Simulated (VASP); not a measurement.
These are PBE GGA, VASP's PBE PAW potentials (set 64) (plane waves; VASP) values and carry that method's errors.

VASP input:

### POSCAR
```
Li3NaCl4
1
    5.2909236198    -0.0000000000     0.0000000000
   -0.0000000000     5.2909236198     0.0000000000
   -0.0000000000    -0.0000000000     5.2909236198
Na Cl Li
1 4 3
Direct
  0.0000000000   0.0000000000   0.0000000000
  0.5000000000   0.5000000000   0.5000000000
  0.0000000000   0.0000000000   0.5000000000
  0.0000000000   0.5000000000   0.0000000000
  0.5000000000   0.0000000000   0.0000000000
  0.5000000000   0.5000000000   0.0000000000
  0.5000000000   0.0000000000   0.5000000000
  0.0000000000   0.5000000000   0.5000000000
```

### KPOINTS
```
Automatic mesh
0
Gamma
4 4 4
0 0 0
```

### INCAR
```
# general
SYSTEM  =  Li3NaCl4
PREC    =  Accurate
ENCUT   =  500   # plane-wave cut-off (eV)
LREAL   =  .FALSE.
LASPH   =  .TRUE.   # aspherical one-centre terms

# electronic loop
EDIFF   =  1E-6   # SCF stop (eV)
NELM    =  100
ALGO    =  Normal   # blocked Davidson

# smearing
ISMEAR  =  0   # Gaussian
SIGMA   =  0.05

# functional
GGA     =  PE   # PBE

# ions
IBRION  =  2
NSW     =  60
ISIF    =  3   # ions, shape and volume
EDIFFG  =  -0.02

# output
LWAVE   =  .FALSE.
LCHARG  =  .FALSE.
```

POTCAR, in this order: Na_pv Cl Li_sv (PBE.64 set). Program: vasp_std.

The run wrote:

**OSZICAR**
```
       N       E                     dE             d eps       ncg     rms          rms(c)
DAV:   1     0.393599825161E+03    0.39360E+03   -0.19779E+04   548   0.159E+03
DAV:   2     0.159882919119E+02   -0.37761E+03   -0.36486E+03   669   0.382E+02
DAV:   3    -0.257554030446E+02   -0.41744E+02   -0.41631E+02   756   0.123E+02
DAV:   4    -0.286966908466E+02   -0.29413E+01   -0.29290E+01   951   0.322E+01
DAV:   5    -0.290737882494E+02   -0.37710E+00   -0.37699E+00   898   0.586E+00    0.462E+00
DAV:   6    -0.286633666617E+02    0.41042E+00   -0.10368E+00   720   0.480E+00    0.351E+00
DAV:   7    -0.286592769807E+02    0.40897E-02   -0.36150E-01   836   0.267E+00    0.199E+00
DAV:   8    -0.286793853697E+02   -0.20108E-01   -0.48516E-02   778   0.135E+00    0.252E-01
DAV:   9    -0.286798077790E+02   -0.42241E-03   -0.45992E-03   882   0.373E-01    0.976E-02
DAV:  10    -0.286804342823E+02   -0.62650E-03   -0.75575E-04   688   0.166E-01    0.203E-02
DAV:  11    -0.286804904144E+02   -0.56132E-04   -0.81376E-05   808   0.565E-02    0.664E-03
DAV:  12    -0.286804914881E+02   -0.10736E-05   -0.23124E-06   656   0.115E-02    0.368E-03
DAV:  13    -0.286804918918E+02   -0.40376E-06   -0.10097E-06   552   0.709E-03
   1 F= -.28680492E+02 E0= -.28680492E+02  d E =-.286805E+02
       N       E                     dE             d eps       ncg     rms          rms(c)
DAV:   1    -0.286947066757E+02   -0.14215E-01   -0.25994E-01   682   0.379E+00    0.723E-01
DAV:   2    -0.286843015675E+02    0.10405E-01   -0.26429E-02   712   0.915E-01    0.268E-01
DAV:   3    -0.286828070756E+02    0.14945E-02   -0.54521E-03   728   0.398E-01    0.157E-01
DAV:   4    -0.286826436236E+02    0.16345E-03   -0.22708E-04   744   0.111E-01    0.220E-02
DAV:   5    -0.286826328290E+02    0.10795E-04   -0.48435E-05   776   0.375E-02    0.931E-03
DAV:   6    -0.286826324554E+02    0.37367E-06   -0.24314E-06   656   0.125E-02
   2 F= -.28682632E+02 E0= -.28682632E+02  d E =-.214056E-02
       N       E                     dE             d eps       ncg     rms          rms(c)
DAV:   1    -0.286893282661E+02   -0.66954E-02   -0.13120E-01   667   0.268E+00    0.513E-01
DAV:   2    -0.286840952866E+02    0.52330E-02   -0.13396E-02   722   0.650E-01    0.190E-01
DAV:   3    -0.286833414737E+02    0.75381E-03   -0.27194E-03   725   0.279E-01    0.111E-01
DAV:   4    -0.286832529347E+02    0.88539E-04   -0.11571E-04   789   0.777E-02    0.158E-02
DAV:   5    -0.286832463885E+02    0.65461E-05   -0.22268E-05   773   0.259E-02    0.658E-03
DAV:   6    -0.286832460588E+02    0.32978E-06   -0.10658E-06   552   0.885E-03
   3 F= -.28683246E+02 E0= -.28683246E+02  d E =-.275417E-02
```

File OUTCAR:
```
------------------------ aborting loop because EDIFF is reached ----------------------------------------
  FORCE on cell =-STRESS in cart. coord.  units (eV):
  Direction    XX          YY          ZZ          XY          YZ          ZX
  --------------------------------------------------------------------------------------
  Total        0.0424233      0.0424233      0.0424233      0.0000000      0.0000000      0.0000000
  in kB        0.4532750      0.4532750      0.4532750      0.0000000      0.0000000      0.0000000
  external PRESSURE =       0.4532750 kB  Pullay stress =       0.0000000 kB
  volume of cell :      149.95
      direct lattice vectors                 reciprocal lattice vectors
     5.312729777  0.000000000 -0.000000000     0.188227153 -0.000000000 -0.000000000
     0.000000000  5.312729777  0.000000000    -0.000000000  0.188227153 -0.000000000
     0.000000000  0.000000000  5.312729777     0.000000000 -0.000000000  0.188227153
 POSITION                                       TOTAL-FORCE (eV/Angst)
 -----------------------------------------------------------------------------------
      0.00000      0.00000      0.00000        -0.000000     -0.000000      0.000000
      2.65636      2.65636      2.65636         0.000000      0.000000      0.000000
      0.00000      0.00000      2.65636        -0.000000      0.000000      0.000000
      0.00000      2.65636      0.00000        -0.000000     -0.000000      0.000000
      2.65636      0.00000     -0.00000        -0.000000     -0.000000      0.000000
      2.65636      2.65636      0.00000        -0.000000     -0.000000      0.000000
      2.65636      0.00000      2.65636        -0.000000      0.000000      0.000000
      0.00000      2.65636      2.65636         0.000000      0.000000      0.000000
 -----------------------------------------------------------------------------------
    total drift:                                0.000000      0.000000     -0.000000
  FREE ENERGIE OF THE ION-ELECTRON SYSTEM (eV)
  ---------------------------------------------------
  free  energy   TOTEN  =       -28.6832460588 eV

  energy  without entropy=      -28.6832460588  energy(sigma->0) =      -28.68324606

 reached required accuracy - stopping structural energy minimisation
```
(Selected blocks of OUTCAR.)

**CONTCAR**
```
Li3NaCl4
   1.00000000000000
     5.3127297768977444    0.0000000000000000   -0.0000000000000000
     0.0000000000000000    5.3127297768977444    0.0000000000000000
     0.0000000000000000    0.0000000000000000    5.3127297768977444
  Na              Cl              Li
     1     4     3
Direct
     0.0000000000000000    0.0000000000000000    0.0000000000000000
     0.5000000000000000    0.5000000000000000    0.5000000000000000
     0.0000000000000000    0.0000000000000000    0.5000000000000000
     0.0000000000000000    0.5000000000000000    0.0000000000000000
     0.5000000000000000    0.0000000000000000    0.0000000000000000
     0.5000000000000000    0.5000000000000000    0.0000000000000000
     0.5000000000000000    0.0000000000000000    0.5000000000000000
     0.0000000000000000    0.5000000000000000    0.5000000000000000
```

OUTCAR:
```
 val. band max:       -0.0013818774   @ k =   0.0000   0.0000   0.0000

 cond. band min:       5.7874689610   @ k =   0.0000   0.0000   0.0000


 Fermi energy:         0.3327497246

 k-point     1 :       0.0000    0.0000    0.0000
  band No.  band energies     occupation
      1     -43.7789      2.00000
      2     -43.7775      2.00000
      3     -43.7775      2.00000
      4     -20.4479      2.00000
      5     -20.4479      2.00000
      6     -20.4479      2.00000
      7     -13.0886      2.00000
      8     -12.4805      2.00000
      9     -12.4587      2.00000
     10     -12.4587      2.00000
     11      -2.4005      2.00000
     12      -2.4005      2.00000
     13      -2.4005      2.00000
     14      -0.9517      2.00000
     15      -0.9517      2.00000
     16      -0.9517      2.00000
     17      -0.8381      2.00000
     18      -0.8381      2.00000
     19      -0.8381      2.00000
     20      -0.0014      2.00000
     21      -0.0014      2.00000
     22      -0.0014      2.00000
     23       5.7875      0.00000
     24       7.5822      0.00000
     25       7.5823      0.00000
     26       8.0664      0.00000
     27       8.2656      0.00000

 k-point     2 :       0.2500    0.0000    0.0000
  band No.  band energies     occupation
      1     -43.7788      2.00000
      2     -43.7777      2.00000
      3     -43.7775      2.00000
      4     -20.4510      2.00000
      5     -20.4478      2.00000
      6     -20.4478      2.00000
      7     -13.0036      2.00000
      8     -12.5672      2.00000
      9     -12.4615      2.00000
     10     -12.4615      2.00000
     11      -2.2246      2.00000
     12      -2.2246      2.00000
     13      -2.1004      2.00000
     14      -1.1750      2.00000
     15      -1.1750      2.00000
     16      -0.9394      2.00000
     17      -0.8907      2.00000
     18      -0.7715      2.00000
     19      -0.7715      2.00000
     20      -0.4465      2.00000
     21      -0.1447      2.00000
...
```

The structure was generated: Li3NaCl4 was put into an ordered model structure (Pm-3m), which need not be its known phase. This run relaxes it. Symmetry was kept, so distortions that lower it aren't found. The start is the result of an earlier pass.
